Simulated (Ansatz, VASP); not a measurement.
**YB6: VASP beside Ansatz**

One calculation is typed for both programs; each brings its own data sets and cutoff. How far apart do they land? The cell is taken from a series of runs on this material, whose earlier steps may have relaxed or scaled it; both programs get it as it stands.

Calculated with Ansatz 0.2.0; plane waves, with VASP 6.6.1 beside it; single point at r2SCAN with rVV10.

## (1) The structure

The structure is cubic, space group Pm-3m (No. 221). The conventional cell has a = 4.141 Å, b = 4.141 Å, c = 4.141 Å, α = 90.00°, β = 90.00°, γ = 90.00°. Nearest to Y lie 24 B at 3.04 Å. B has 6 B at 1.65 to 2.49 Å and 4 Y at 3.04 Å nearest. Farther neighbours are not listed.

## (2) VASP: single point, r2SCAN with rVV10

A single point gives forces, pressure and levels at one fixed geometry, so differences don't come from the geometry; what else differs is listed under the comparison.

Lines of VASP's logs that name or quote its potential files are left out, and so is its time.

INCAR reads:

```
SYSTEM = YB6
PREC = Accurate
ENCUT = 550
EDIFF = 1E-06
NELM = 100
ISMEAR = 0
SIGMA = 0.05
LREAL = .FALSE.
ALGO = Normal
METAGGA = R2SCAN
LUSE_VDW = .TRUE.
IVDW_NL = 2
BPARAM = 11.95
CPARAM = 0.0093
LASPH = .TRUE.
NBANDS = 21
LORBIT = 11
LWAVE = .FALSE.
LCHARG = .FALSE.
KPAR = 2
ISIF = 2
```

POSCAR reads:

```
YB6
1.0
    4.1413187886      0.0000000000      0.0000000000
    0.0000000000      4.1413187886      0.0000000000
    0.0000000000      0.0000000000      4.1413187886
Y B
1 6
Direct
    0.0000000000      0.0000000000      0.0000000000
    0.1988345400      0.5000000000      0.5000000000
    0.5000000000      0.1988345400      0.5000000000
    0.8011654600      0.5000000000      0.5000000000
    0.5000000000      0.8011654600      0.5000000000
    0.5000000000      0.5000000000      0.1988345400
    0.5000000000      0.5000000000      0.8011654600
```

KPOINTS reads:

```
Automatic mesh
0
Gamma
7 7 7
0 0 0
```

The projector-augmented-wave data sets are Y_sv_GW and B_GW (PBE family, release 64).

Command:

```sh
mpirun -np 2 vasp_std
```

Numbers of over 12 decimals in the logs are rounded to 6 here.

What it wrote:

```text
[banner, memory and clock lines left out]
running    2 mpi-ranks, on    1 nodes
 distrk:  each k-point on    1 cores,    2 groups
 distr:  one band on    1 cores,    1 groups

 POSCAR found type information on POSCAR Y B
 POSCAR found :  2 types and       7 ions
|                                                                             |
|               ----> ADVICE to this user running VASP <----                  |
|                                                                             |
|     You have switched on vdW-DFT.                                           |
|     This routine was written and supplied by Jiri Klimes. We recommend      |
|     that you carefully read and cite the following publications:            |
|       J. Klimes, D.R. Bowler, A. Michelides                                 |
|          J. Phys.: Cond Matt. 22 022201 (2010)                              |
|       J. Klimes, D.R. Bowler, A. Michelides                                 |
|          Phys. Rev. B. 83, 195131 (2011)                                    |
|     and references therein.                                                 |
|                                                                             |

|                                                                             |
|               ----> ADVICE to this user running VASP <----                  |
|                                                                             |
|     You enforced a specific xc type in the INCAR file but a different       |
|     [... a line on the potential file left out ...]
|     I HOPE YOU KNOW WHAT YOU ARE DOING!                                     |
|                                                                             |

 LDA part: xc-table for (None), standard interpolation
 POSCAR, INCAR and KPOINTS ok, starting setup
 FFT: planning ... GRIDC
 FFT: planning ... GRID_SOFT
 FFT: planning ... GRID
 WAVECAR not read
 entering main loop
       N       E                     dE             d eps       ncg     rms          rms(c)
Total rVV10 correction in eV:      0.3122687    29.0786384
Total rVV10 correction in eV:      0.3122687    29.0786384
DAV:   1     0.139788780162E+03    0.13979E+03   -0.14441E+04   840   0.137E+03
DAV:   2    -0.747657727419E+02   -0.21455E+03   -0.20584E+03  1365   0.421E+02
DAV:   3    -0.887858081809E+02   -0.14020E+02   -0.13898E+02  1144   0.849E+01
DAV:   4    -0.891436521789E+02   -0.35784E+00   -0.35657E+00  1248   0.176E+01
DAV:   5    -0.891520597918E+02   -0.84076E-02   -0.83965E-02  1200   0.221E+00    0.112E+02
Total rVV10 correction in eV:      0.3397311    29.0767424
Total rVV10 correction in eV:      0.3397311    29.0767424
DAV:   6    -0.705223687828E+02    0.18630E+02   -0.11907E+01  1339   0.265E+01    0.675E+00
Total rVV10 correction in eV:      0.3521948    29.0766236
Total rVV10 correction in eV:      0.3521948    29.0766236
DAV:   7    -0.694449009915E+02    0.10775E+01   -0.39911E+00  1320   0.106E+01    0.665E+00
Total rVV10 correction in eV:      0.3587552    29.0766621
Total rVV10 correction in eV:      0.3587552    29.0766621
DAV:   8    -0.693744583901E+02    0.70443E-01   -0.62144E-01  1310   0.462E+00    0.706E+00
Total rVV10 correction in eV:      0.3619841    29.0768890
Total rVV10 correction in eV:      0.3619841    29.0768890
DAV:   9    -0.693923222381E+02   -0.17864E-01   -0.72876E-02  1135   0.232E+00    0.135E+00
Total rVV10 correction in eV:      0.3632757    29.0769213
Total rVV10 correction in eV:      0.3632757    29.0769213
DAV:  10    -0.693891313283E+02    0.31909E-02   -0.18127E-02  1310   0.875E-01    0.313E-01
Total rVV10 correction in eV:      0.3628940    29.0769262
Total rVV10 correction in eV:      0.3628940    29.0769262
DAV:  11    -0.693886954752E+02    0.43585E-03   -0.21116E-03  1230   0.326E-01    0.332E-01
Total rVV10 correction in eV:      0.3630116    29.0769414
Total rVV10 correction in eV:      0.3630116    29.0769414
DAV:  12    -0.693887407065E+02   -0.45231E-04   -0.21921E-04  1336   0.132E-01    0.164E-01
Total rVV10 correction in eV:      0.3629949    29.0769490
Total rVV10 correction in eV:      0.3629949    29.0769490
DAV:  13    -0.693887306877E+02    0.10019E-04   -0.40307E-05  1144   0.441E-02    0.109E-01
Total rVV10 correction in eV:      0.3630423    29.0769565
Total rVV10 correction in eV:      0.3630423    29.0769565
DAV:  14    -0.693887334884E+02   -0.28007E-05   -0.89840E-06  1104   0.206E-02    0.286E-02
Total rVV10 correction in eV:      0.3630523    29.0769590
Total rVV10 correction in eV:      0.3630523    29.0769590
DAV:  15    -0.693887348513E+02   -0.13629E-05   -0.35125E-07   713   0.714E-03    0.245E-02
Total rVV10 correction in eV:      0.3630517    29.0769584
Total rVV10 correction in eV:      0.3630517    29.0769584
DAV:  16    -0.693887352305E+02   -0.37920E-06   -0.35749E-07   814   0.470E-03
Total rVV10 correction in eV:      0.3630536    29.0769583
Total rVV10 correction in eV:      0.3630536    29.0769583
Total rVV10 correction in eV:      0.3630524    29.0769584
Total rVV10 correction in eV:      0.3630524    29.0769584
   1 F= -.69388735E+02 E0= -.69386688E+02  d E =-.409370E-02
```

OUTCAR, selected parts (step 2):

```text
ion  position               nearest neighbor table
   1  0.000  0.000  0.000-
   2  0.199  0.500  0.500-   4 1.65   3 1.76   5 1.76   6 1.76   7 1.76
   3  0.500  0.199  0.500-   5 1.65   4 1.76   2 1.76   6 1.76   7 1.76
   4  0.801  0.500  0.500-   2 1.65   3 1.76   5 1.76   6 1.76   7 1.76
   5  0.500  0.801  0.500-   3 1.65   2 1.76   4 1.76   6 1.76   7 1.76
   6  0.500  0.500  0.199-   7 1.65   3 1.76   4 1.76   5 1.76   2 1.76
   7  0.500  0.500  0.801-   6 1.65   3 1.76   4 1.76   5 1.76   2 1.76

  LATTYP: Found a simple cubic cell.
 ALAT       =     4.1413187886

 Subroutine GETGRP returns: Found 48 space group operations
 (whereof 48 operations were pure point group operations)

The static configuration has the point symmetry O_h .

 Found     20 irreducible k-points:

   k-points           NKPTS =     20   k-points in BZ     NKDIM =     20   number of bands    NBANDS=     21

   dimension x,y,z NGX =    32 NGY =   32 NGZ =   32
   dimension x,y,z NGXF=    64 NGYF=   64 NGZF=   64

   ENCUT  =  550.0 eV  40.42 Ry    6.36 a.u.   7.92  7.92  7.92*2*pi/ulx,y,z

   NELECT =      29.0000    total number of electrons

 k-points in reciprocal lattice and weights: Automatic mesh
   0.00000000  0.00000000  0.00000000       0.003
   0.14285714  0.00000000  0.00000000       0.017
   0.28571429  0.00000000  0.00000000       0.017
   0.42857143  0.00000000  0.00000000       0.017
   0.14285714  0.14285714  0.00000000       0.035
   0.28571429  0.14285714  0.00000000       0.070
   0.42857143  0.14285714  0.00000000       0.070
   0.28571429  0.28571429  0.00000000       0.035
   0.42857143  0.28571429  0.00000000       0.070
[...]
0.42857143  0.42857143  0.28571429       0.070
   0.42857143  0.42857143  0.42857143       0.023

 average (electrostatic) potential at core
       1-106.5008       2 -26.1621       3 -26.1621       4 -26.1621       5 -26.1621
       6 -26.1621       7 -26.1621

 E-fermi :   8.0364

 k-point     1 :       0.0000    0.0000    0.0000
  band No.  band energies     occupation
    ...
     10       0.3191      2.00000
     11       0.3191      2.00000
     12       5.8856      2.00000
     13       5.8856      2.00000
     14       5.8856      2.00000
     15       8.9728      0.00000
     16       8.9728      0.00000
     17       9.0112      0.00000
     18       9.0112      0.00000
     19       9.0112      0.00000
    ...

 k-point     2 :       0.1429    0.0000    0.0000
  band No.  band energies     occupation
    ...
     11       1.4564      2.00000
     12       5.3150      2.00000
     13       5.3150      2.00000
     14       5.9816      2.00000
     15       7.4325      2.00000
     16       9.1553      0.00000
     17       9.6743      0.00000
     18       9.6743      0.00000
     19      10.6721      0.00000
     20      10.7292      0.00000
    ...

 k-point     3 :       0.2857    0.0000    0.0000
  band No.  band energies     occupation
    ...
     11       3.0495      2.00000
     12       4.4405      2.00000
     13       4.4405      2.00000
     14       6.1875      2.00000
     15       6.2301      2.00000
     16       9.5617      0.00000
     17       9.5617      0.00000
     18       9.6149      0.00000
     19      10.1258      0.00000
     20      11.2201      0.00000
    ...

  Total       -3.2557002     -3.2557002     -3.2557002     -0.0000000     -0.0000000      0.0000000
  in kB      -73.4410718    -73.4410718    -73.4410718     -0.0000000     -0.0000000      0.0000000
  external PRESSURE =     -73.4410718 kB  Pullay stress =       0.0000000 kB

  energy-cutoff  :      550.00
  volume of cell :       71.03
      direct lattice vectors                 reciprocal lattice vectors
     4.141318789  0.000000000  0.000000000     0.241468974  0.000000000  0.000000000
     0.000000000  4.141318789  0.000000000     0.000000000  0.241468974  0.000000000
     0.000000000  0.000000000  4.141318789     0.000000000  0.000000000  0.241468974

 POSITION                                       TOTAL-FORCE (eV/Angst)
 -----------------------------------------------------------------------------------
      0.00000      0.00000      0.00000         0.000000      0.000000      0.000000
      0.82344      2.07066      2.07066         0.109683      0.000000     -0.000000
      2.07066      0.82344      2.07066         0.000000      0.109683      0.000000
      3.31788      2.07066      2.07066        -0.109683      0.000000     -0.000000
      2.07066      3.31788      2.07066        -0.000000     -0.109683     -0.000000
      2.07066      2.07066      0.82344         0.000000      0.000000      0.109683
      2.07066      2.07066      3.31788        -0.000000      0.000000     -0.109683
 -----------------------------------------------------------------------------------
    total drift:                                0.000000      0.000000      0.000000

  FREE ENERGIE OF THE ION-ELECTRON SYSTEM (eV)
  ---------------------------------------------------
  free  energy   TOTEN  =       -69.3887352305 eV

  energy  without entropy=      -69.3846415298  energy(sigma->0) =      -69.38668838

 total charge
# of ion       s       p       d       f       tot
--------------------------------------------------
    1        1.497   5.396   0.405   0.006   7.304
    2        0.666   1.261   0.000   0.000   1.927
    3        0.666   1.261   0.000   0.000   1.927
    4        0.666   1.261   0.000   0.000   1.927
    5        0.666   1.261   0.000   0.000   1.927
    6        0.666   1.261   0.000   0.000   1.927
    7        0.666   1.261   0.000   0.000   1.927
--------------------------------------------------
tot          5.491  12.964   0.405   0.006  18.868

[... 3 further parts left out ...]
```

This run has no spin polarisation. Its electron count is odd, so without a moment it is a metal by construction. The PAW data sets were made with PBE, which is usual practice but a small mismatch for other functionals.

## (3) Ansatz: single point, r2SCAN with rVV10

Ansatz runs on its default PAW (the set named soft_2) files.

The same cell, functional, mesh and smearing now go to Ansatz, which takes its cutoff from its data sets.

input.yaml reads:

```yaml
crystal:
  lattice:
    - [4.1413187886, 0.0, 0.0]
    - [0.0, 4.1413187886, 0.0]
    - [0.0, 0.0, 4.1413187886]
  atoms:
    - { symbol: "Y", position: [0.0, 0.0, 0.0] }
    - { symbol: B, position: [0.19883454, 0.5, 0.5] }
    - { symbol: B, position: [0.5, 0.19883454, 0.5] }
    - { symbol: B, position: [0.80116546, 0.5, 0.5] }
    - { symbol: B, position: [0.5, 0.80116546, 0.5] }
    - { symbol: B, position: [0.5, 0.5, 0.19883454] }
    - { symbol: B, position: [0.5, 0.5, 0.80116546] }
hamiltonian:
  xc: r2scan
  pseudopotentials: { kind: paw }
  dispersion: rvv10
kpoints:
  mp_grid: { grid: [7, 7, 7] }
scf:
  occupations: { method: gaussian, width: 0.05 }
  n_extra_bands: 5
output:
  forces: true
  stress: true
  eigenvalues: true
  write_density: true
  write_potential: true
  elf: true
  volumetric_format: npy
```

Command:

```sh
ansatz run input.yaml --threads 4 --pin off --max-ram 9216MiB --backend cpu --events-out ev --progress --plain --runs-dir out
```

What it wrote:

```text
scf.n_extra_bands = 5 over 15 filled bands (N_el = 29.0): the run solves 20 bands
Engine: ansatz 0.2.0, x86_64-unknown-linux-gnu
Pseudopotentials: kind: paw
Pseudopotential: Y, paw, valence charge 11, recommended cutoff 500 eV (meta_gga), Y.paw.azcp
Pseudopotential: B, paw, valence charge 3, recommended cutoff 500 eV (meta_gga), B.paw.azcp
Functional definition: r2SCAN+rVV10
  parameter k0 = 0.174
  parameter k1 = 0.065
  parameter a1 = 4.9479
  exchange = r2scan_x(k0 = k0, k1 = k1, a1 = a1)
  correlation = r2scan_c + rvv10(11.95, 0.0093)
Crystal: 7 atoms, lattice volume = 71.026 Å³
Basis set: ecut = 500 eV, 1839 PW (Γ), exchange–correlation on 144×144×144 points (64 copies of the dense FFT grid, shifted against one another)
Bands: 20, of which v1, the nominal top of the filled ones, is band 15 counted from 1 (14 counted from 0)
Symmetry: 48 space group operations
Space group: Pm-3m (ITA 221), of the structure as read, at distance tolerance 4.1e-5 Å
k-points: 20 of 343
Non-local potential: Y, projectors of the file, l = 0: 3, l = 1: 2, l = 2: 2, l = 3: 1
Non-local potential: B, projectors of the file, l = 0: 2, l = 1: 2, l = 2: 1
PAW form: soft (Blöchl's): semilocal exchange-correlation on the pseudo side does not see the compensation charge
rVV10 density: all electrons in the spheres
PAW frozen core: Y, regenerated for the run's functional (the file was generated under x = pbe(κ = 0.804, μ = 0.219515), c = pbe(β = 0.066725))
PAW frozen core: B, regenerated for the run's functional (the file was generated under x = pbe(κ = 0.804, μ = 0.219515), c = pbe(β = 0.066725))
PAW one-centre angular grid: Y, 590 points (default); XC on 160 Gauss nodes
PAW one-centre angular grid: B, 302 points (default); XC on 160 Gauss nodes
Initial density: superposition of atomic densities (neutral atoms: chi_scale 0, normalization atom), corrected by the library's trained network
Initial wavefunctions: pseudopotential atomic-orbital guess
Functional: x = r2scan, c = r2scan + rvv10(b = 11.95, C = 0.0093); τ floored in thin density (d = 2e-4 eV/Å³)
SCF iter   1: F=—  HF=-4800.004193 eV  |F-HF|=—  |Δ(HF+E_count)|=         —  Δρ=5.43e-3  dr2=1.20e-2  dr2_τ=8.80e-1  ethr=1.77e-3  ⟨swp⟩=6.3  Hψ=2112  notcnv=0
preconditioner: auto → Resta (q_TF=auto, 2.350 Å⁻¹)  ε∞=5.4  [insulator: Δε(μ)=0.058 eV  Ē_g=9.614 eV  σ=0.050 eV  W_gap=0.59  n_scr=18 (ndim 8)  ℏωp=20.2 eV  f_vac=0.000  D(μ)=3.24/eV (n_scr^D=26)  ε∞_Penn≈5.4]
SCF iter   2: F=—  HF=-4800.114464 eV  |F-HF|=—  |Δ(HF+E_count)|=   1.10e-1  Δρ=3.97e-3  dr2=5.71e-3  dr2_τ=1.18e-4  ethr=4.13e-5  ⟨swp⟩=2.0  Hψ=884  notcnv=0  defer=19
SCF iter   3: F=—  HF=-4800.115281 eV  |F-HF|=—  |Δ(HF+E_count)|=   8.17e-4  Δρ=7.95e-4  dr2=2.20e-4  dr2_τ=9.97e-5  ethr=1.97e-5  ⟨swp⟩=2.0  Hψ=729  notcnv=0  defer=19
SCF iter   4: F=—  HF=-4800.115367 eV  |F-HF|=—  |Δ(HF+E_count)|=   8.62e-5  Δρ=2.05e-4  dr2=1.62e-5  dr2_τ=1.22e-6  ethr=7.60e-7  ⟨swp⟩=2.4  Hψ=580  notcnv=0  defer=19
SCF iter   5: F=—  HF=-4800.115378 eV  |F-HF|=—  |Δ(HF+E_count)|=   1.07e-5  Δρ=3.71e-5  dr2=8.75e-7  dr2_τ=6.48e-8  ethr=5.60e-8  ⟨swp⟩=2.0  Hψ=591  notcnv=0  defer=19
SCF iter   6: F=-4800.115379 eV  HF=-4800.115379 eV  |F-HF|=3.41e-8  |Δ(HF+E_count)|=   5.26e-7  Δρ=7.06e-6  dr2=4.05e-8  dr2_τ=3.16e-9  ethr=3.45e-10  ⟨swp⟩=13.5  Hψ=3016  notcnv=0
SCF 1 converged in 6 iterations: F = -4800.115379 eV  dr2 = 4.05e-8
  greatest PAW one-centre occupation: 0.995 electrons in one spin orbital (limit 2), on the Y atom at site 0 (counted from 0), in its partial waves of l = 0
SCF converged after 6 iterations
Free energy (F): -4800.115379 eV
Harris-Foulkes:  -4800.115379 eV  (|F-HF|=3.41e-8)
Internal energy: -4800.111320 eV  (E = F + TS)
E sigma→0 (E₀):  -4800.113349 eV
Entropy (-TS):   -0.004059 eV (-0.580 meV/atom)
Fermi energy:    11.377541 eV
--- Per-component energies (eV) ---
  E_band       = -68.128510
  E_kinetic    = 600.518559
  E_local      = -684.781494  (includes V_loc(G=0)·N_el)
  E_nonlocal   = 115.903227
  E_hartree    = 207.027595
  E_xc         = -356.140824
  E_vxc        = -471.869881  (∫ρ·V_xc dr)
  E_paw        = -3321.749140  (= ΣΔE_a)
  E_vpaw       = -65.963114  (= ΣTr[D̂ρ^β])
  E_aug_tail   = -0.000006  (compensation charges beyond the density's cutoff)
  E_vtau       = 24.007156  (kinetic-family band-sum trace: ∫τ·v_τ [+ j·A + Jᵃ·Aᵃ] dr)
  E_ewald      = -1360.624632
  E_core_change = -0.264606  (= ΣΔE_core)
  E_smearing   = -0.004059  (= −TS)
  E_closure    = 0.000000  (closes the sum)
  Σ components = -4800.115379   (vs F -4800.115379, Δ=0.00e0)
--- Forces (eV/Å), atoms counted from 1 ---
  atom   1  Y      0.00000000     0.00000000    -0.00000000
  atom   2  B      0.17248611     0.00000000     0.00000000
  atom   3  B     -0.00000000     0.17248611    -0.00000000
  atom   4  B     -0.17248611    -0.00000000     0.00000000
  atom   5  B      0.00000000    -0.17248611    -0.00000000
  atom   6  B     -0.00000000    -0.00000000     0.17248611
  atom   7  B     -0.00000000    -0.00000000    -0.17248611
  max |Σ_I F_I| component: 1.89e-16 eV/Å
--- Stress (GPa, compression-positive) ---
       -6.949257       0.000000       0.000000
       -0.000000      -6.949257      -0.000000
        0.000000       0.000000      -6.949257
  P = ⅓ Tr σ = -6.9493 GPa (-69.493 kbar)
--- Band table (eV; the first three rows and the last of 20) ---
  k-point 0: bands = [... 11 lower, 9.2265, 9.2265, 9.2265, 12.3152, 12.3152, 12.3568, 12.3568, 12.3568, ... 1 higher]
  k-point 1: bands = [... 11 lower, 8.6580, 8.6580, 9.3224, 10.7760, 12.4977, 13.0170, 13.0170, 14.0163, ... 1 higher]
  k-point 2: bands = [... 11 lower, 7.7860, 7.7860, 9.5305, 9.5705, 12.9033, 12.9033, 12.9573, 13.4700, ... 1 higher]
  k-point 19: bands = [... 11 lower, 8.3012, 8.4093, 8.4093, 13.8977, 13.8977, 14.1547, 14.2580, 14.2580, ... 1 higher]
```

In the SCF lines HF is the Harris–Foulkes energy and dr2 the Hartree energy of the density residual, in eV; the loop may stop once dr2 is under the threshold and the program's other checks hold. Hψ counts applications of the Hamiltonian.

The run ends at a pressure of -6.95 GPa, with forces up to 0.17 eV/Å.

## (4) Differences

Known differences besides the PAW data sets themselves: VASP keeps PBE cores, Ansatz makes them for the functional; the cutoff is 500 eV in Ansatz and 550 eV in VASP. Total energies have different zeros and are not compared.

Both answers:

| quantity | Ansatz | VASP | difference |
| --- | --- | --- | --- |
| pressure (GPa) | -6.95 | -7.34 | +0.39 |

Forces (eV/Å; atoms numbered as in POSCAR):

| atom | Ansatz x, y, z | VASP x, y, z |
| --- | --- | --- |
| Y1 | 0.000, 0.000, 0.000 | 0.000, 0.000, 0.000 |
| B2 | 0.172, 0.000, 0.000 | 0.110, 0.000, 0.000 |
| B3 | 0.000, 0.172, 0.000 | 0.000, 0.110, 0.000 |
| B4 | -0.172, 0.000, 0.000 | -0.110, 0.000, 0.000 |
| B5 | 0.000, -0.172, 0.000 | 0.000, -0.110, 0.000 |
| B6 | 0.000, 0.000, 0.172 | 0.000, 0.000, 0.110 |
| B7 | 0.000, 0.000, -0.172 | 0.000, 0.000, -0.110 |

The forces differ by 34 meV/Å r.m.s., which is 57.3 % of the r.m.s. force of 0.06 eV/Å (both taken over all components).

## (5) Further runs

The difference is large enough to ask for its cause, so further runs change the set-up of one program at a time, as the table lists.

| run | r.m.s. force difference (meV/Å) |
| --- | --- |
| as above | 34 |
| VASP with the data sets Y_sv and B_h and a cutoff of 1120 eV | 2.1 |

## (6) What came out

```json
{
 "r.m.s. force difference (single point, r2SCAN with rVV10)": "34 meV/Å"
}
```

The r.m.s. force difference is 34 meV/Å (single point, r2SCAN with rVV10), beyond the 12 meV/Å picked in this series as the mark of a large difference. For single point, r2SCAN with rVV10: with VASP with the data sets Y_sv and B_h and a cutoff of 1120 eV the r.m.s. force difference shrinks in size, from 34 to 2.1 meV/Å. How closely two codes agree says nothing of how well the functional describes the real material.

[Lines on the potential files, build, host, timing and source positions are cut from VASP's logs without a mark.]

[Logs are printed without paths, hosts, clocks, repeated set-up lines and the standing remarks that a program may print on its own settings, such as how far it seeks lower states.]

[Hosts, paths, dates, database ids (printed as entryN), source tags and the programs' standing remarks are cut or masked in the printed files.]
